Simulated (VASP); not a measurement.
Given:

```
CELL_PARAMETERS angstrom
      0.00000     2.21361     2.21361
      2.21361     0.00000     2.21361
      2.21361     2.21361     0.00000
ATOMIC_POSITIONS crystal
  Nb 0.00000 0.00000 0.00000
  C  0.50000 0.50000 0.50000
```

Method: LDA (Ceperley-Alder, Perdew-Zunger), VASP's LDA PAW potentials (set 64) (plane waves; VASP 6.6.1). Settings: 520 eV cut-off, 14×14×14 Γ-centred mesh, first-order Methfessel-Paxton smearing of 0.10 eV, potentials Nb_sv C.

Problem. What does the run give for the energy per atom (σ→0), band gap (on the k-mesh) with the smallest direct gap where there is one?

Solution. 
```
Property                                                     Value
------------------------  ----------------------------------------
band gap (on the k-mesh)  none (metal, semimetal or under 0.01 eV)
energy per atom (σ→0)                              -11.322 eV/atom
```

The absolute energy has meaning only against runs of the same code, potentials and settings.

The compound is NbC in the rock salt structure. It was relaxed first. The electron count is odd and the run is not spin-polarised, which forces a metal.
